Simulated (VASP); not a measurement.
Method: PBEsol GGA, VASP's PBE PAW potentials (set 64) (plane waves; VASP).

A VASP calculation is set up with these files.

File POSCAR:
```
LaSi3Ru
1
   -2.1327300000     2.1327300000     4.9822350000
    2.1327300000    -2.1327300000     4.9822350000
    2.1327300000     2.1327300000    -4.9822350000
La Si Ru
1 3 1
Direct
  0.9992900000   0.9992900000   0.0000000000
  0.4177300000   0.4177300000   0.0000000000
  0.2606600000   0.7606600000   0.5000000000
  0.7606600000   0.2606600000   0.5000000000
  0.6556500000   0.6556500000   0.0000000000
```

INCAR:
```
SYSTEM = LaSi3Ru
PREC = Accurate
ENCUT = 300
EDIFF = 1E-6
NELM = 100
ALGO = Normal
LREAL = .FALSE.
LASPH = .TRUE.
ISMEAR = 0
SIGMA = 0.05
GGA = PS
LMAXMIX = 6
LWAVE = .FALSE.
LCHARG = .FALSE.
ISIF = 2
```

**KPOINTS**
```
K-points
0
Gamma
  9 9 9
```

POTCAR, in this order: La Si Ru_pv (PBE.64 set). Program: vasp_std.

At this cut-off the stress carries a Pulay error, which pulls relaxed volumes low.

### Question
Predict the energy per atom (σ→0), pressure, largest force, band gap (on the k-mesh).

### Answer

```json
{
 "energy per atom (σ→0)": "-7.319 eV/atom",
 "band gap (on the k-mesh)": "none (metal, semimetal or under 0.01 eV)",
 "pressure": "-31.7 kbar",
 "largest_force": "0.091 eV/Å"
}
```

### OSZICAR
```
...
DAV:   9    -0.365966466104E+02    0.11931E-01   -0.17574E-01  4944   0.260E+00    0.464E-01
DAV:  10    -0.365949630685E+02    0.16835E-02   -0.18950E-02  5270   0.952E-01    0.133E-01
DAV:  11    -0.365951596908E+02   -0.19662E-03   -0.15551E-03  5150   0.281E-01    0.716E-02
DAV:  12    -0.365951866732E+02   -0.26982E-04   -0.28361E-04  6026   0.102E-01    0.231E-02
DAV:  13    -0.365951938196E+02   -0.71465E-05   -0.34397E-05  5562   0.391E-02    0.110E-02
DAV:  14    -0.365951956195E+02   -0.17999E-05   -0.75097E-06  5348   0.150E-02    0.582E-03
DAV:  15    -0.365951961315E+02   -0.51194E-06   -0.38042E-06  4386   0.111E-02
   1 F= -.36595196E+02 E0= -.36593768E+02  d E =-.285558E-02
```

The structure comes from a computed database's LaSi3Ru entry; how it stands against other phases isn't given here. The cell was not relaxed at this level. The electron count is odd and the run is not spin-polarised, which forces a metal.
